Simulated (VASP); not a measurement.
# Sb2Pt (Geversite): Be into a neighbouring Pt vacancy, part 2 of 4

Wanted: the minimum-energy path in Sb2Pt (Geversite) for this move: Be into a neighbouring Pt vacancy. The start is a cell from a database of measured crystal structures.

VASP 6.6.1, plane waves and PAW; the level of theory is named at each step.

So far. Step 2 (Relax the host): The run ended after 5 ionic steps, 0.010 eV below its first step, once forces and stress met EDIFFG = -0.03.

### Step 3. Relax the start

This step: PBEsol; plane waves and PAW (Pt, Be, Sb) (VASP 6.6.1).

System of this step: BeSb16Pt6 (Geversite). The cell holds 23 atoms: 6 Pt, 1 Be and 16 Sb. Cell: a = 9.137 Å, b = 9.137 Å, c = 9.137 Å, α = 60.0°, β = 60.0°, γ = 60.0°. It derives from Sb2Pt (Geversite). Nearest the centre at fractional (0.250, 0.000, 0.250): Sb22 at 1.38 Å, Be7 at 2.27 Å, Sb10 at 2.68 Å, Sb13 at 2.70 Å, Sb21 at 2.70 Å, Sb14 at 3.51 Å, Sb16 at 3.52 Å, Sb9 at 3.54 Å.

A path needs two true minima; the start is relaxed with symmetry off.

INCAR

```
SYSTEM = BeSb16Pt6
PREC = Normal
ENCUT = 280
EDIFF = 1E-05
NELM = 120
ISMEAR = 1
SIGMA = 0.15
LREAL = Auto
ALGO = Fast
GGA = PS
NBANDS = 94
LASPH = .TRUE.
LORBIT = 11
LWAVE = .FALSE.
LCHARG = .FALSE.
KPAR = 3
IBRION = 2
NSW = 60
ISIF = 2
EDIFFG = -0.05
POTIM = 0.4
MAXMIX = 40
ISYM = 0
```

POSCAR

```
BeSb16Pt6
1.0
    0.0000000000      6.4606939514      6.4606939514
    6.4606939514      0.0000000000      6.4606939514
    6.4606939514      6.4606939514      0.0000000000
Pt Be Sb
6 1 16
Direct
    0.0012482731      0.4997746420      0.5012951631
    0.5041092918      0.4972725244     -0.0013066335
    0.0022948676      0.4988337183     -0.0004959336
    0.5004349420      0.0012574860      0.4996530431
    0.0001415093     -0.0016339784     -0.0006458203
    0.4986819050      0.5004127534      0.5014410605
    0.0008247696     -0.0007995643      0.4983790551
    0.3165841549      0.5613395800      0.8126145281
    0.8135983861      0.0606678582      0.3057466277
    0.5635314463      0.8119485809      0.3119371922
    0.0566272037      0.3170111423      0.8147376535
    0.8114618007      0.3157835303      0.5653474369
    0.3111002315      0.8146109033      0.0586051928
    0.3094703931      0.3136073051      0.3119228873
    0.8110934616      0.8137950535      0.8111746488
    0.1865272795      0.9370981462      0.6883901589
    0.6883606052      0.4378253503      0.1892054054
    0.9394118874      0.6842285573      0.1880457705
    0.4361847985      0.1918387890      0.6856900544
    0.6850159923      0.1888195633      0.9363110512
    0.1862218780      0.6855448948      0.4398153104
    0.1887041299      0.1846582562      0.1867209887
    0.6856626897      0.6840405299      0.6914957875
```

KPOINTS

```
Automatic mesh
0
Gamma
3 3 3
0 0 0
```

PAW data sets: Pt, Be and Sb (PBE family, release 64).

Command:

```
$ mpirun -np 3 vasp_std
```

Log:

```text
[banner, memory and clock lines left out]
running    3 mpi-ranks, on    1 nodes
 distrk:  each k-point on    1 cores,    3 groups
 distr:  one band on    1 cores,    1 groups

 POSCAR found type information on POSCAR PtBeSb
 POSCAR found :  3 types and      23 ions
 [... a notice as in an earlier step ...]

 LDA part: xc-table for (Slater+PW92), standard interpolation
 POSCAR, INCAR and KPOINTS ok, starting setup
 FFT: planning ... GRIDC
 FFT: planning ... GRID_SOFT
 FFT: planning ... GRID
 WAVECAR not read
 entering main loop
       N       E                     dE             d eps       ncg     rms          rms(c)
DAV:   1     0.544170045336E+03    0.54417E+03   -0.36791E+04  2632   0.765E+02
DAV:   2    -0.848352110799E+02   -0.62901E+03   -0.59485E+03  3054   0.184E+02
DAV:   3    -0.127326210252E+03   -0.42491E+02   -0.40976E+02  3080   0.502E+01
DAV:   4    -0.128293736805E+03   -0.96753E+00   -0.95482E+00  3104   0.776E+00
DAV:   5    -0.128319265366E+03   -0.25529E-01   -0.25456E-01  3096   0.125E+00    0.221E+01
RMM:   6    -0.125858738882E+03    0.24605E+01   -0.16240E+01  2632   0.103E+01    0.106E+01
RMM:   7    -0.124962916072E+03    0.89582E+00   -0.23182E+00  2632   0.394E+00    0.597E+00
RMM:   8    -0.124802265532E+03    0.16065E+00   -0.49316E-01  2632   0.168E+00    0.109E+00
RMM:   9    -0.124786195420E+03    0.16070E-01   -0.12083E-01  2632   0.934E-01    0.391E-01
RMM:  10    -0.124786119876E+03    0.75544E-04   -0.17943E-02  2665   0.369E-01    0.207E-01
RMM:  11    -0.124786090922E+03    0.28955E-04   -0.41621E-03  2658   0.173E-01    0.944E-02
RMM:  12    -0.124786153047E+03   -0.62125E-04   -0.15735E-03  2680   0.102E-01    0.441E-02
RMM:  13    -0.124786161069E+03   -0.80223E-05   -0.34463E-04  2656   0.498E-02    0.139E-02
RMM:  14    -0.124786168976E+03   -0.79061E-05   -0.12672E-04  2751   0.234E-02    0.713E-03
RMM:  15    -0.124786168969E+03    0.66912E-08   -0.13056E-05  1619   0.915E-03
   1 F= -.12478617E+03 E0= -.12478310E+03  d E =-.124786E+03
 curvature:   0.00 expect dE= 0.000E+00 dE for cont linesearch  0.000E+00
 trial: gam= 0.00000 g(F)=  0.251E+00 g(S)=  0.000E+00 ort = 0.000E+00 (trialstep = 0.100E+01)
 search vector abs. value=  0.251E+00
 bond charge predicted
       N       E                     dE             d eps       ncg     rms          rms(c)
DAV:   1    -0.124964451303E+03   -0.17828E+00   -0.60884E+00  2788   0.623E+00    0.616E-01
RMM:   2    -0.124984498549E+03   -0.20047E-01   -0.22880E-01  2632   0.137E+00    0.277E-01
RMM:   3    -0.124987765867E+03   -0.32673E-02   -0.35482E-02  2657   0.582E-01    0.162E-01
RMM:   4    -0.124988302399E+03   -0.53653E-03   -0.81577E-03  2714   0.283E-01    0.119E-01
RMM:   5    -0.124988298209E+03    0.41898E-05   -0.19136E-03  2678   0.141E-01    0.386E-02
RMM:   6    -0.124988335648E+03   -0.37439E-04   -0.55859E-04  2767   0.700E-02    0.154E-02
RMM:   7    -0.124988345850E+03   -0.10202E-04   -0.12272E-04  2557   0.293E-02    0.760E-03
RMM:   8    -0.124988347617E+03   -0.17674E-05   -0.28883E-05  1950   0.128E-02
   2 F= -.12498835E+03 E0= -.12498572E+03  d E =-.202179E+00
[... from here on, the cycles between the ionic steps are left out ...]
   3 F= -.12512386E+03 E0= -.12512168E+03  d E =-.337688E+00
   4 F= -.12512626E+03 E0= -.12512411E+03  d E =-.340093E+00
   5 F= -.12518095E+03 E0= -.12517892E+03  d E =-.546879E-01
   6 F= -.12520701E+03 E0= -.12520514E+03  d E =-.807485E-01
   7 F= -.12522736E+03 E0= -.12522558E+03  d E =-.203465E-01
   8 F= -.12523617E+03 E0= -.12523446E+03  d E =-.291612E-01
   9 F= -.12524678E+03 E0= -.12524522E+03  d E =-.106104E-01
  10 F= -.12524992E+03 E0= -.12524847E+03  d E =-.137461E-01
  11 F= -.12524999E+03 E0= -.12524857E+03  d E =-.138168E-01
  12 F= -.12525437E+03 E0= -.12525318E+03  d E =-.438650E-02
  13 F= -.12525487E+03 E0= -.12525377E+03  d E =-.488123E-02
 curvature:  -3.49 expect dE=-0.430E-02 dE for cont linesearch -0.878E-05
 trial: gam= 0.30014 g(F)=  0.123E-02 g(S)=  0.000E+00 ort = 0.116E-03 (trialstep = 0.269E+01)
 search vector abs. value=  0.179E-02
 bond charge predicted
       N       E                     dE             d eps       ncg     rms          rms(c)
DAV:   1    -0.125256084080E+03   -0.12182E-02   -0.23052E-01  2668   0.122E+00    0.958E-02
RMM:   2    -0.125256861455E+03   -0.77737E-03   -0.81994E-03  2632   0.255E-01    0.676E-02
RMM:   3    -0.125256951261E+03   -0.89807E-04   -0.13322E-03  2643   0.109E-01    0.381E-02
RMM:   4    -0.125256968834E+03   -0.17573E-04   -0.26985E-04  2666   0.519E-02    0.221E-02
RMM:   5    -0.125256970953E+03   -0.21185E-05   -0.72076E-05  2581   0.272E-02
  14 F= -.12525697E+03 E0= -.12525599E+03  d E =-.210152E-02
 trial-energy change:   -0.002102  1 .order   -0.001975   -0.003405   -0.000545
 step:   3.0819(harm=  3.2016)  dis= 0.01418  next Energy=  -125.257011 (dE=-0.214E-02)
 reached required accuracy - stopping structural energy minimisation
```

Elapsed: 9 min, on 3 MPI ranks of AMD EPYC 7R43, shared host; peak memory 1.1 GiB.

Parts of OUTCAR (step 3):

```text
 Found     14 irreducible k-points:

   k-points           NKPTS =     14   k-points in BZ     NKDIM =     14   number of bands    NBANDS=     94

   dimension x,y,z NGX =    40 NGY =   40 NGZ =   40
   dimension x,y,z NGXF=    80 NGYF=   80 NGZF=   80

   ENCUT  =  280.0 eV  20.58 Ry    4.54 a.u.  12.47 12.47 12.47*2*pi/ulx,y,z

   NELECT =     142.0000    total number of electrons

 E-fermi :   8.2890

 k-point     1 :       0.0000    0.0000    0.0000
  band No.  band energies     occupation
    ...
     72       7.9930      2.01743
     73       7.9999      2.02009
     74       8.0589      2.05225
     75       8.1933      1.87239
     76       8.2693      1.21975
     77       8.6751     -0.00165
     78       9.2064     -0.00000
     79       9.9585     -0.00000
     80      10.1263     -0.00000
     81      10.3438     -0.00000
    ...

 k-point     2 :       0.3333    0.0000    0.0000
  band No.  band energies     occupation
    ...
     67       7.4561      2.00000
     68       7.7445      2.00000
     69       7.8197      2.00009
     70       7.9662      2.00950
     71       8.2900      0.98789
     72       8.3732      0.19569
     73       8.5067     -0.05949
     74       8.8954     -0.00000
     75       9.0007     -0.00000
     76       9.2623     -0.00000
    ...

  Total       -6.8610463     -5.1248509     -5.3267904      0.9011651      1.5914414     -1.6516895
  in kB      -20.3813727    -15.2238438    -15.8237236      2.6769942      4.7275239     -4.9064964
  external PRESSURE =     -17.1429800 kB  Pullay stress =       0.0000000 kB

  energy-cutoff  :      280.00
  volume of cell :      539.35
      direct lattice vectors                 reciprocal lattice vectors
     0.000000000  6.460693951  6.460693951    -0.077391067  0.077391067  0.077391067
     6.460693951  0.000000000  6.460693951     0.077391067 -0.077391067  0.077391067
     6.460693951  6.460693951  0.000000000     0.077391067  0.077391067 -0.077391067

 POSITION                                       TOTAL-FORCE (eV/Angst)
 -----------------------------------------------------------------------------------
      6.45937      9.68702      9.68947        -0.016404     -0.002687      0.006675
      9.69026      9.68837      6.46063        -0.008346     -0.000313     -0.002598
      9.68789     12.91907      9.68953         0.000427     -0.009839     -0.004984
      9.68963      6.45831      9.68918         0.006322      0.018202      0.015379
      6.46094      6.45980     12.91931        -0.022743     -0.004759      0.002562
      6.45696      6.45708      6.45787        -0.001965      0.015045      0.012388
      3.23001      3.22790      0.00338         0.003049      0.005588     -0.009020
      8.87694      7.27240      5.65711        -0.008049      0.003528     -0.003925
      2.40076      7.30417      5.63976         0.016001     -0.007114     -0.000919
      7.31011      5.50023      8.90167        -0.008875      0.022001      0.012800
      7.24365      5.67089      2.43590         0.017530      0.003410      0.005429
      5.63159      8.87904      7.27144        -0.005732     -0.000523     -0.017008
      5.72759      2.37779      7.45415        -0.003522     -0.003111      0.005010
      3.99992      4.01803      4.01446         0.020198      0.010486      0.001726
     10.52518     10.53131     10.66369        -0.026998     -0.019831     -0.007438
     10.51758      5.61965      7.27824        -0.006483      0.001240     -0.013300
      4.03389      5.64484      7.25951         0.011719      0.005673      0.010782
      5.67333      7.24182     10.48005        -0.008804      0.008872      0.004611
      5.60856      7.41918      4.01161        -0.001645     -0.033473     -0.006351
      7.19693     10.54001      5.46584         0.001375     -0.002493     -0.012170
      7.28680      4.03822      5.64602         0.011874     -0.001227      0.006630
      2.38998      2.38921      2.26081         0.035160      0.008743      0.000981
      8.92014      8.89983      8.90653        -0.004089     -0.017419     -0.007263
 -----------------------------------------------------------------------------------
    total drift:                               -0.089086     -0.039826      0.007050

  FREE ENERGIE OF THE ION-ELECTRON SYSTEM (eV)
  ---------------------------------------------------
  free  energy   TOTEN  =      -125.2569709525 eV

  energy  without entropy=     -125.2540187484  energy(sigma->0) =     -125.25598688

 total charge
# of ion       s       p       d       tot
------------------------------------------
    1        0.692   0.645   8.086   9.423
    2        0.682   0.588   8.092   9.362
    3        0.690   0.637   8.080   9.407
    4        0.697   0.658   8.088   9.443
    5        0.698   0.665   8.090   9.453
    6        0.690   0.613   8.084   9.386
    7        0.363   0.561   0.000   0.923
    8        1.156   1.195   0.061   2.413
    9        1.171   1.190   0.054   2.415
   10        1.192   1.140   0.046   2.379
   11        1.158   1.186   0.061   2.405
   12        1.177   1.169   0.052   2.398
   13        1.202   1.114   0.045   2.360
   14        1.163   1.173   0.060   2.397
   15        1.199   1.145   0.042   2.386
   16        1.171   1.189   0.054   2.415
   17        1.156   1.196   0.061   2.413
   18        1.158   1.186   0.061   2.405
   19        1.192   1.140   0.046   2.379
   20        1.202   1.113   0.045   2.360
   21        1.177   1.169   0.052   2.398
   22        1.199   1.146   0.042   2.386
   23        1.163   1.174   0.060   2.397
--------------------------------------------------
tot         23.349  22.991  49.364  95.704

[... 1 part as in an earlier step ...]

[... 7 further parts left out ...]
```

CONTCAR:

```
BeSb16Pt6
   1.00000000000000
     0.0000000000000000    6.4606939513999997    6.4606939513999997
     6.4606939513999997    0.0000000000000000    6.4606939513999997
     6.4606939513999997    6.4606939513999997    0.0000000000000000
  Pt              Be              Sb
     6     1    16
Direct
     0.9996701516251700    0.5000873549364021    0.4997081272865320
     0.4998488845255674    0.5001416371384309    0.9997374706301558
     0.9999472780600683    0.4998192279389783    0.9996937835377514
     0.4997810327139544    0.9999308462168632    0.4998506311405764
     0.9997517655037058    0.9999268263623893    0.0001106343896322
     0.4997904402471028    0.4997717306527664    0.4996503500975305
     0.0000988798802928    0.0004245416269769    0.4995230523925505
     0.3136332967301516    0.5619869491890178    0.8120040155705124
     0.8159473338670735    0.0569862772790734    0.3146078415728101
     0.5488413079136115    0.8289774723513798    0.3024965597167124
     0.0668001727184834    0.3102343461838295    0.8109525784259924
     0.8140680600618684    0.3114212455592195    0.5602487404187271
     0.3176404225771927    0.8361293886284754    0.0503992327342533
     0.3120846362930409    0.3092816283781316    0.3098339483627298
     0.8257486764894061    0.8248006185110289    0.8043099546224384
     0.1842142591032550    0.9423265160296872    0.6856069633245010
     0.6864938510850561    0.4371483187522777    0.1872261844902492
     0.9324499772152522    0.6896751465507585    0.1884547275631529
     0.4505880661470751    0.1703368068980270    0.6977684305164749
     0.6817319773156068    0.1642824570878625    0.9496734823282654
     0.1855402413162602    0.6883633333846569    0.4395036326197629
     0.1749065647942435    0.1750257940865131    0.1948999063574516
     0.6877146206165690    0.6908571582572691    0.6898203806012366
```

The steps of the relaxation:

```csv
step,energy less that of the first step (eV),largest force (eV/Å)
1,0.0000,1.0635
2,-0.2022,0.6604
3,-0.3377,0.3766
4,-0.3401,0.3834
5,-0.3948,0.2721
6,-0.4208,0.2133
7,-0.4412,0.1302
8,-0.4500,0.1362
9,-0.4606,0.1287
10,-0.4637,0.1215
11,-0.4638,0.1196
12,-0.4682,0.0931
13,-0.4687,0.0881
14,-0.4708,0.0362
```

The atoms that moved most (Å):

```csv
atom,dx,dy,dz,length
Sb20,-0.072,0.065,-0.180,0.204
Sb13,0.086,-0.011,0.181,0.201
Sb19,-0.061,0.171,-0.046,0.187
Sb15,0.027,0.050,0.166,0.175
Sb10,0.049,-0.156,0.015,0.164
Sb22,-0.009,-0.036,-0.151,0.156
Sb11,-0.068,0.041,0.022,0.083
Sb9,0.033,0.072,-0.009,0.080
```

Final coordinates:

```cif
data_structure
_symmetry_space_group_name_H-M 'P 1'
_symmetry_Int_Tables_number 1
_cell_length_a 9.1368
_cell_length_b 9.1368
_cell_length_c 9.1368
_cell_angle_alpha 60.000
_cell_angle_beta 60.000
_cell_angle_gamma 60.000
_cell_volume 539.35
loop_
_atom_site_label
_atom_site_type_symbol
_atom_site_fract_x
_atom_site_fract_y
_atom_site_fract_z
_atom_site_occupancy
Pt1 Pt 0.99967 0.50009 0.49971 1
Pt2 Pt 0.49985 0.50014 0.99974 1
Pt3 Pt 0.99995 0.49982 0.99969 1
Pt4 Pt 0.49978 0.99993 0.49985 1
Pt5 Pt 0.99975 0.99993 0.00011 1
Pt6 Pt 0.49979 0.49977 0.49965 1
Be7 Be 0.00010 0.00042 0.49952 1
Sb8 Sb 0.31363 0.56199 0.81200 1
Sb9 Sb 0.81595 0.05699 0.31461 1
Sb10 Sb 0.54884 0.82898 0.30250 1
Sb11 Sb 0.06680 0.31023 0.81095 1
Sb12 Sb 0.81407 0.31142 0.56025 1
Sb13 Sb 0.31764 0.83613 0.05040 1
Sb14 Sb 0.31208 0.30928 0.30983 1
Sb15 Sb 0.82575 0.82480 0.80431 1
Sb16 Sb 0.18421 0.94233 0.68561 1
Sb17 Sb 0.68649 0.43715 0.18723 1
Sb18 Sb 0.93245 0.68968 0.18845 1
Sb19 Sb 0.45059 0.17034 0.69777 1
Sb20 Sb 0.68173 0.16428 0.94967 1
Sb21 Sb 0.18554 0.68836 0.43950 1
Sb22 Sb 0.17491 0.17503 0.19490 1
Sb23 Sb 0.68771 0.69086 0.68982 1
```

Numbers from this step:

```
electronic cycles       : 103
electrons               : 142
free energy (TOTEN)     : -125.2570 eV
energy at zero smearing : -125.2560 eV
Fermi energy            : 8.289 eV
```

The run ended after 14 ionic steps, 0.471 eV below its first step, once the forces on the free atoms met EDIFFG = -0.05.

(Continued in part 3 of 4.)

[Lines on the potential files, build, host, timing and source positions are cut from VASP's logs without a mark.]

[Logs are printed without paths, hosts, clocks, repeated set-up lines and the standing remarks that a program may print on its own settings, such as how far it seeks lower states.]

[Hosts, paths, dates, database ids (printed as entryN), source tags and the programs' standing remarks are cut or masked in the printed files.]

[Runs that stopped without an error message from VASP are left out.]
